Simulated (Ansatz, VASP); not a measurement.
# WSe2 in two plane-wave programs

One calculation is typed for both programs; each brings its own data sets. How far apart do they land? The cell is taken from a series of runs on this material, whose earlier steps may have relaxed, scaled, displaced or heated it; both programs get it as it stands.

Program: Ansatz 0.2.0. Level of theory: plane waves, with VASP 6.6.1 beside it; zone-centre phonons at PBEsol. Results are calculated unless marked as measured.

## (1) Set-up

The structure is hexagonal, space group P6_3/mmc (No. 194). Conventional cell: a = 3.271 Å, b = 3.271 Å, c = 13.225 Å, α = 90.00°, β = 90.00°, γ = 120.00°. Nearest to W lie 6 Se at 2.52 Å. Se has 3 W at 2.52 Å nearest. Farther neighbours and most contacts between anions are not listed.

## (2) Ansatz: zone-centre phonons, PBEsol

Ansatz runs on its PAW soft_1 files.

Second derivatives magnify differences that forces hide, and they need a tight electronic threshold.

Input file input.yaml:

```yaml
crystal:
  lattice:
    - [3.2710351942, 0.0, 0.0]
    - [-1.6355175971, 2.8327995749, 0.0]
    - [0.0, 0.0, 13.2250078178]
  atoms:
    - { symbol: W, position: [0.3333333333, 0.6666666667, 0.25] }
    - { symbol: W, position: [0.6666666667, 0.3333333333, 0.75] }
    - { symbol: Se, position: [0.3333333333, 0.6666666667, 0.6234061308] }
    - { symbol: Se, position: [0.6666666667, 0.3333333333, 0.1234061308] }
    - { symbol: Se, position: [0.3333333333, 0.6666666667, 0.8765938692] }
    - { symbol: Se, position: [0.6666666667, 0.3333333333, 0.3765938692] }
kpoints:
  mp_grid: { grid: [9, 9, 2] }
hamiltonian:
  xc: pbesol
  pseudopotentials: { kind: paw, azcp: { folder: soft_1 }, xc_functional: pbe }
scf:
  occupations: { method: fixed }
output:
  eigenvalues: true
phonons:
  method: fd
  supercell: [1, 1, 1]
  amplitude: 0.01
```

Launch:

```
ansatz run input.yaml --threads 4 --pin off --max-ram 8192MiB --backend cpu --events-out ev --progress --plain --runs-dir out
```

Numbers of over 12 decimals in the logs are rounded to 6 here.

What it wrote:

```text
Engine: ansatz 0.2.0, x86_64-unknown-linux-gnu
Pseudopotentials: kind: paw
Pseudopotential: W, paw, valence charge 14, recommended cutoff 420 eV (normal), soft_1/W.paw.azcp
Pseudopotential: Se, paw, valence charge 16, recommended cutoff 420 eV (normal), soft_1/Se.paw.azcp
Functional definition: PBEsol
  exchange = pbesol_x
  correlation = pbesol_c
Crystal: 6 atoms, lattice volume = 122.545 Å³
Basis set: ecut = 420 eV, 2457 PW (Γ), exchange–correlation on 48×48×180 points (8 copies of the dense FFT grid, shifted against one another)
Bands: 56, of which v1, the nominal top of the filled ones, is band 46 counted from 1 (45 counted from 0)
Symmetry: 24 space group operations
k-points: 24 of 162
Non-local potential: W, projectors of the file, l = 0: 3, l = 1: 2, l = 2: 2, l = 3: 1
Non-local potential: Se, projectors of the file, l = 0: 2, l = 1: 2, l = 2: 3, l = 3: 1
PAW form: soft (Blöchl's): semilocal exchange-correlation on the pseudo side does not see the compensation charge
PAW frozen core: W, regenerated for the run's functional, and the local potential with it (the file was generated under x = pbe(κ = 0.804, μ = 0.219515), c = pbe(β = 0.066725))
PAW frozen core: Se, regenerated for the run's functional, and the local potential with it (the file was generated under x = pbe(κ = 0.804, μ = 0.219515), c = pbe(β = 0.066725))
PAW one-centre angular grid: W, 590 points (default); XC on 64 Gauss nodes
PAW one-centre angular grid: Se, 590 points (default); XC on 64 Gauss nodes
Initial density: superposition of atomic densities (chi_scale 0.1, normalization cell, long waves kept (reshape's long-wave potential 0.04 eV rms))
Initial wavefunctions: pseudopotential atomic-orbital guess
Functional: x = pbesol(κ = 0.804, μ = 0.123457), c = pbesol(β = 0.046)
SCF iter   1: F=—  HF=-42216.807425 eV  |F-HF|=—  |Δ(HF+E_count)|=         —  Δρ=3.70e-2  dr2=6.25e0  ethr=3.10e-3  ⟨swp⟩=4.9  Hψ=4207  notcnv=0  defer=145
preconditioner: auto → Resta (q_TF=auto, 2.601 Å⁻¹)  ε∞=6.0  [insulator: Δε(μ)=0.983 eV  Ē_g=9.023 eV  n_scr=40 (ndim 8)  ℏωp=20.1 eV  f_vac=0.030  ε∞_Penn≈6.0]
SCF iter   2: F=—  HF=-42215.864080 eV  |F-HF|=—  |Δ(HF+E_count)|=   9.43e-1  Δρ=2.25e-2  dr2=8.35e-1  ethr=3.10e-3  ⟨swp⟩=2.1  Hψ=1842  notcnv=0  defer=106
SCF iter   3: F=—  HF=-42215.652235 eV  |F-HF|=—  |Δ(HF+E_count)|=   2.12e-1  Δρ=8.80e-3  dr2=2.56e-1  ethr=9.07e-4  ⟨swp⟩=2.2  Hψ=1706  notcnv=0  defer=163
SCF iter   4: F=—  HF=-42215.599639 eV  |F-HF|=—  |Δ(HF+E_count)|=   5.26e-2  Δρ=2.28e-3  dr2=8.80e-3  ethr=2.78e-4  ⟨swp⟩=2.0  Hψ=1682  notcnv=0  defer=172
SCF iter   5: F=—  HF=-42215.599614 eV  |F-HF|=—  |Δ(HF+E_count)|=   2.41e-5  Δρ=9.87e-4  dr2=2.00e-3  ethr=9.57e-6  ⟨swp⟩=2.0  Hψ=2465  notcnv=0  defer=190
SCF iter   6: F=—  HF=-42215.600034 eV  |F-HF|=—  |Δ(HF+E_count)|=   4.19e-4  Δρ=3.79e-4  dr2=1.97e-4  ethr=2.17e-6  ⟨swp⟩=2.0  Hψ=2375  notcnv=0  defer=190
SCF iter   7: F=—  HF=-42215.600222 eV  |F-HF|=—  |Δ(HF+E_count)|=   1.88e-4  Δρ=8.37e-5  dr2=7.54e-6  ethr=2.15e-7  ⟨swp⟩=2.0  Hψ=1734  notcnv=0  defer=108
SCF iter   8: F=—  HF=-42215.600212 eV  |F-HF|=—  |Δ(HF+E_count)|=   9.93e-6  Δρ=2.84e-5  dr2=9.24e-7  ethr=8.20e-9  ⟨swp⟩=2.0  Hψ=2376  notcnv=0  defer=61
SCF iter   9: F=—  HF=-42215.600214 eV  |F-HF|=—  |Δ(HF+E_count)|=   1.72e-6  Δρ=7.89e-6  dr2=4.92e-8  ethr=1.00e-9  ⟨swp⟩=2.0  Hψ=1712  notcnv=0  defer=61
SCF iter  10: F=—  HF=-42215.600214 eV  |F-HF|=—  |Δ(HF+E_count)|=   2.63e-8  Δρ=1.02e-6  dr2=1.17e-9  ethr=5.35e-11  ⟨swp⟩=2.0  Hψ=1864  notcnv=0  defer=61
[...]
SCF 1 converged in 11 iterations: F = -42215.600214 eV  dr2 = 1.12e-10
  greatest PAW one-centre occupation: 1.000 electrons in one spin orbital (limit 2), on the Se atom at site 4 (counted from 0), in its partial waves of l = 2
Symmetry: 1 space group operations
k-points: 82 of 162 (time reversal used)
Initial density: handed on by an earlier stage of this run
Initial wavefunctions: those handed on with the density
[...]
preconditioner: auto → Resta (q_TF=auto, 2.601 Å⁻¹)  ε∞=6.0  [insulator: Δε(μ)=1.137 eV  Ē_g=9.031 eV  n_scr=40 (ndim 8)  ℏωp=20.1 eV  f_vac=0.062  ε∞_Penn≈6.0]
[...]
SCF 2 converged in 9 iterations: F = -42215.599097 eV  dr2 = 6.68e-11
  greatest PAW one-centre occupation: 1.000 electrons in one spin orbital (limit 2), on the Se atom at site 5 (counted from 0), in its partial waves of l = 2
Symmetry: 2 space group operations
k-points: 50 of 162 (time reversal used)
[...]
preconditioner: auto → Resta (q_TF=auto, 2.601 Å⁻¹)  ε∞=6.0  [insulator: Δε(μ)=1.140 eV  Ē_g=9.036 eV  n_scr=40 (ndim 8)  ℏωp=20.1 eV  f_vac=0.063  ε∞_Penn≈6.0]
[...]
SCF iter   6: F=—  HF=-42215.599635 eV  |F-HF|=—  |Δ(HF+E_count)|=   2.84e-8  Δρ=2.38e-6  dr2=1.54e-8  ethr=9.98e-11  ⟨swp⟩=2.0  Hψ=4870  notcnv=0  defer=124
SCF iter   7: F=—  HF=-42215.599635 eV  |F-HF|=—  |Δ(HF+E_count)|=   1.11e-9  Δρ=1.37e-6  dr2=9.47e-9  ethr=1.67e-11  ⟨swp⟩=2.0  Hψ=4874  notcnv=0  defer=124
SCF iter   8: F=—  HF=-42215.599635 eV  |F-HF|=—  |Δ(HF+E_count)|=   2.01e-9  Δρ=3.81e-7  dr2=2.59e-10  ethr=1.03e-11  ⟨swp⟩=2.0  Hψ=4870  notcnv=0  defer=124
SCF iter   9: F=-42215.599635 eV  HF=-42215.599635 eV  |F-HF|=2.91e-11  |Δ(HF+E_count)|=  1.60e-10  Δρ=1.45e-7  dr2=4.00e-11  ethr=1.00e-12  ⟨swp⟩=5.0  Hψ=10560  notcnv=0
SCF 3 converged in 9 iterations: F = -42215.599635 eV  dr2 = 4.00e-11
  greatest PAW one-centre occupation: 1.000 electrons in one spin orbital (limit 2), on the Se atom at site 2 (counted from 0), in its partial waves of l = 2
iter 1 solved again at ethr=1.06e-10 eV; its pass at ethr=3.10e-3 eV (dr2=9.75e-8 eV) is discarded
SCF iter   1: F=—  HF=-42215.599641 eV  |F-HF|=—  |Δ(HF+E_count)|=         —  Δρ=1.12e-5  dr2=5.54e-8  ethr=1.06e-10  ⟨swp⟩=3.0  Hψ=11722  notcnv=0  defer=124
preconditioner: auto → Resta (q_TF=auto, 2.601 Å⁻¹)  ε∞=6.0  [insulator: Δε(μ)=1.138 eV  Ē_g=9.025 eV  n_scr=40 (ndim 8)  ℏωp=20.1 eV  f_vac=0.061  ε∞_Penn≈6.0]
SCF iter   2: F=—  HF=-42215.599647 eV  |F-HF|=—  |Δ(HF+E_count)|=   6.25e-6  Δρ=5.79e-6  dr2=1.37e-8  ethr=6.02e-11  ⟨swp⟩=2.0  Hψ=3028  notcnv=0  defer=124
SCF iter   3: F=—  HF=-42215.599647 eV  |F-HF|=—  |Δ(HF+E_count)|=  1.96e-10  Δρ=1.26e-6  dr2=4.46e-9  ethr=1.49e-11  ⟨swp⟩=2.0  Hψ=3749  notcnv=0  defer=124
SCF iter   4: F=—  HF=-42215.599647 eV  |F-HF|=—  |Δ(HF+E_count)|=  3.57e-10  Δρ=3.99e-7  dr2=1.28e-10  ethr=4.85e-12  ⟨swp⟩=2.0  Hψ=3541  notcnv=0  defer=124
SCF iter   5: F=-42215.599647 eV  HF=-42215.599647 eV  |F-HF|=2.91e-11  |Δ(HF+E_count)|=  2.18e-11  Δρ=9.16e-8  dr2=2.97e-11  ethr=1.00e-12  ⟨swp⟩=4.1  Hψ=9735  notcnv=0
SCF 4 converged in 5 iterations: F = -42215.599647 eV  dr2 = 2.97e-11
SCF converged after 11 iterations
Free energy (F): -42215.600214 eV
Harris-Foulkes:  -42215.600214 eV  (|F-HF|=4.37e-11)
Internal energy: -42215.600214 eV  (E = F + TS)
E sigma→0 (E₀):  -42215.600214 eV
Fermi energy:    12.194405 eV
--- Per-component energies (eV) ---
  E_band       = -1745.650726
  E_kinetic    = 1290.734688
  E_local      = -12540.681720  (includes V_loc(G=0)·N_el)
  E_nonlocal   = -1455.696265
  E_hartree    = 6435.613875
  E_xc         = -872.069847
  E_vxc        = -826.284322  (∫ρ·V_xc dr)
  E_paw        = -25247.362914  (= ΣΔE_a)
  E_vpaw       = -1084.950086  (= ΣTr[D̂ρ^β])
  E_aug_tail   = -0.001208  (compensation charges beyond the density's cutoff)
  E_ewald      = -9830.614345
  E_core_change = 4.477523  (= ΣΔE_core)
  E_smearing   = -0.000000  (= −TS)
  E_closure    = 0.000000  (closes the sum)
  Σ components = -42215.600214   (vs F -42215.600214, Δ=0.00e0)
--- Forces (eV/Å), atoms counted from 1 ---
  atom   1  W      0.00000000     0.00000000     0.00000000
  atom   2  W      0.00000000    -0.00000000     0.00000000
  atom   3  Se     0.00000000     0.00000000     0.00003019
  atom   4  Se    -0.00000000    -0.00000000     0.00003019
  atom   5  Se    -0.00000000     0.00000000    -0.00003019
  atom   6  Se    -0.00000000    -0.00000000    -0.00003019
  max |Σ_I F_I| component: 4.63e-18 eV/Å
--- Band table (eV; the first three rows and the last of 24) ---
  k-point 0: bands = [... 42 lower, 10.8166, 11.0064, 11.1106, 12.1944, 14.9975, 14.9975, 15.0370, 15.0370, ... 6 higher]
  k-point 1: bands = [... 42 lower, 10.7966, 10.7966, 11.9542, 11.9542, 15.0055, 15.0055, 15.0055, 15.0055, ... 6 higher]
  k-point 2: bands = [... 42 lower, 10.6759, 11.1527, 11.3246, 11.9281, 14.4283, 14.6450, 14.7681, 14.7742, ... 6 higher]
  k-point 23: bands = [... 42 lower, 9.5434, 9.5434, 11.9468, 11.9468, 13.6673, 13.6673, 14.6833, 14.6833, ... 6 higher]
--- Phonons: 3 displaced members + reference (amplitude 0.01 Å, Σ member SCF iterations 23) ---
  symmetry images taken by strict's conditions (phonons.symmetry_images: auto; settled by no image being taken that strict refuses)
  ASR residual: 1.374e-3 → 0.000e0 eV/Å²; symmetrization residual: 7.067e-4 eV/Å²
  largest component of a force at the reference: 3.0e-5 eV/Å
  ASR residual per site (eV/Å²): 1.37e-3 1.37e-3 8.21e-4 8.21e-4 8.21e-4 8.21e-4
  Γ frequencies (cm⁻¹): 0.00 0.00 0.00 19.27 19.27 26.65 172.70 172.70 173.71 173.71 245.53 245.53 245.58 245.58 246.86 247.83 305.05 306.44
  density of states and harmonic sums: on the 22×22×5 q-mesh, interpolated from the force constants of a 1×1×1 supercell (no non-analytic term)
  largest difference from the sums on the solved wave vectors: F 1.03e-1 eV, S 3.61e-4 and C_V 2.58e-4 eV/K
  zero-point energy: 0.205878 eV/cell   skipped modes (ω ≤ 0): 3   left out of the sums: 6.89e-5 of the cell's modes: C_V's classical limit lies that fraction below 3 k_B per atom; for a crystal, a wire or a layer, F and S can be off by more, and a phonons.interpolated_qmesh denser along its periods is the remedy for the sampling
```

[end of part 1 of 3]

[Lines on the potential files, build, host, timing and source positions are cut from VASP's logs without a mark.]

[Logs are printed without paths, hosts, clocks, repeated set-up lines and the standing remarks that a program may print on its own settings, such as how far it seeks lower states.]

[Hosts, paths, dates, database ids (printed as entryN), source tags and the programs' standing remarks are cut or masked in the printed files.]
